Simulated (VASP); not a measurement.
Set up this calculation in VASP 6.6.1, as the native input.

- Task: relaxation of cell and atoms
- Functional: PBE
- Dispersion: D3(BJ)
- Potentials or basis: VASP PAW PBE potentials, release 64 (Sn_d, Se)
- Cutoff: 600 eV
- k mesh: 9 × 9 × 5
- Occupations: gaussian, width 0.03 eV
- Spin: no spin polarisation
- Further INCAR settings: ALGO = Normal; EDIFF = 1e-06; IBRION = 2; EDIFFG = -0.01; NSW = 90; ISIF = 3

The structure of SnSe2 lies in POSCAR:

```
SnSe2
1.0
    3.8110000000      0.0000000000      0.0000000000
   -1.9055000000      3.3004228138      0.0000000000
    0.0000000000      0.0000000000      6.1360000000
Sn Se
1 2
Direct
    0.0000000000      0.0000000000      0.0000000000
    0.3333333333      0.6666666667      0.2490000000
    0.6666666667      0.3333333333      0.7510000000
```

These files were run (other wordings do the same):

INCAR

```
ALGO = Normal ; EDIFF = 1E-6
EDIFFG = -0.01 ; ENCUT = 600
GGA = PE ; IBRION = 2
ISIF = 3 ; ISMEAR = 0
IVDW = 12 ; KPAR = 2
LASPH = True ; LCHARG = False
LREAL = False ; LWAVE = False
NELM = 80 ; NSW = 90
PREC = Accurate ; SIGMA = 0.03
```

KPOINTS

```
k-points
0
Gamma
  9 9 5
```

Potentials or basis: VASP PAW PBE potentials, release 64 (Sn_d, Se).

The run is started by

```sh
$ cat potpaw_PBE.64/Sn_d/POTCAR potpaw_PBE.64/Se/POTCAR > POTCAR
$ mpirun -np 2 vasp_std > vasp.out
```

It gave:

```
Relaxed volume                         : 25.57 Å³/atom
Relaxed cell                           : a = 3.839 Å, b = 3.839 Å, c = 6.009 Å, α = 90.00°, β = 90.00°, γ = 120.00°
Space group after relaxing (to 0.05 Å) : P-3m1 (No. 164)
Energy gained by relaxing              : 22.5 meV/atom
Ionic steps                            : 15
Pressure after relaxing                : 0.0 GPa
Largest force after relaxing           : 0.009 eV/Å
Band gap on the k mesh                 : 0.43 eV, indirect (least direct gap 0.82 eV)
Dispersion energy per atom             : -0.364 eV
```

Caveat: spin-orbit coupling is left out, which moves the levels of the heavy elements; an odd mesh through Γ misses points on the zone boundary, where band edges often lie.

Wall time 2.5 min on 2 MPI ranks on Intel(R) Xeon(R) 6975P-C (Granite Rapids) (shared host), peak memory 0.26 GiB a rank.
